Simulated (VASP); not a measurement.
Wanted: the native input for a VASP 6.6.1 run.

```yaml
Task: single point
Functional: LDA
Potentials_or_basis: VASP PAW LDA potentials, release 64 (C, S, H)
Cutoff: 520 eV
k_mesh: 2 × 2 × 1
Occupations: gaussian, width 0.05 eV
Spin: collinear spin, typed start
Starting_moments: "[0.0, 0.0, 0.0, 0.0, 0.0, 0.0, 0.0, 0.0, 0.0, 0.0, 0.0, 0.0, 0.0, 0.0, 0.0, 0.0, 0.0, 0.0, 1.0, 0.0] μB"
Dipole_correction: no
Further_INCAR_settings: LREAL = Auto; ALGO = Fast; EDIFF = 1e-06; NBANDS = 60
```

The structure of HC18S lies in POSCAR:

```
HC18S
1.0
    7.3980000000      0.0000000000      0.0000000000
   -3.6990000000      6.4068560000      0.0000000000
    0.0000000000      0.0000000000     11.0000000000
C S H
18 1 1
Direct
    0.0027543027     -0.0024301061      0.0824389387
    0.2242630685      0.1081112501      0.0781642687
   -0.0033078567      0.3268966221      0.0877408170
    0.2214905188      0.4357305444      0.1071917230
    0.0012627152      0.6639748083      0.0822976215
    0.2212529295      0.7767929584      0.0867392222
    0.3343811274     -0.0032712332      0.0799587550
    0.5542629383      0.1101047494      0.0846437316
    0.3365858893      0.3272565773      0.0827159762
    0.5545802611      0.4391473863      0.0769400261
    0.3351262118      0.6656552911      0.1093792220
    0.5590039832      0.7708044330      0.0901239144
    0.6688570098     -0.0031205529      0.1106440417
    0.8946422714      0.1114401785      0.0865482418
    0.6659828998      0.3285732932      0.0791192297
    0.8890954943      0.4408970133      0.0838813008
    0.6663191197      0.6635875773      0.0797788498
    0.8914390780      0.7768588513      0.0802400154
    0.2785328107      0.5507051072      0.2682295287
    0.6664381674      0.9937666411      0.2141336457
```

The cell was built by a generator and needn't be a form met in nature.

One way to write it, as run:

INCAR

```
PREC = Accurate
ENCUT = 520
EDIFF = 1E-6
ISMEAR = 0
SIGMA = 0.05
LREAL = Auto
LASPH = True
NELM = 150
ALGO = Fast
ISIF = 2
LWAVE = False
LCHARG = False
ISPIN = 2
MAGMOM = 0 0 0 0 0 0 0 0 0 0 0 0 0 0 0 0 0 0 1 0
LORBIT = 11
GGA = CA
NBANDS = 60
```

KPOINTS

```
Automatic mesh
0
Gamma
  2 2 1
```

Potentials or basis: VASP PAW LDA potentials, release 64 (C, S, H).

The run is started by

```bash
$ cat potpaw_LDA.64/C/POTCAR potpaw_LDA.64/S/POTCAR potpaw_LDA.64/H/POTCAR > POTCAR
$ mpirun -np 1 vasp_std > vasp.out
```

It gave:

```yaml
Largest_force: 0.130 eV/Å
Band_gap_on_the_k_mesh: none (metal or under the smearing width)
Net_moment: 0.48 μB per cell
Site_moments: C -0.01, +0.01, +0.00, +0.05, +0.06, -0.00, +0.03, +0.02; S +0.01; H +0.03 μB
Valence_electrons_inside_the_program's_atomic_spheres: C 2.65, 2.67, 2.66, 2.59, 2.64, 2.63; S 3.66; H 0.61
```

Caveat: the k mesh is coarse (spacing up to 0.49 Å⁻¹), so the values aren't converged.

Run time: 6.5 min on 1 thread of Intel(R) Xeon(R) 6975P-C (Granite Rapids) (shared host), peak memory 0.57 GiB.
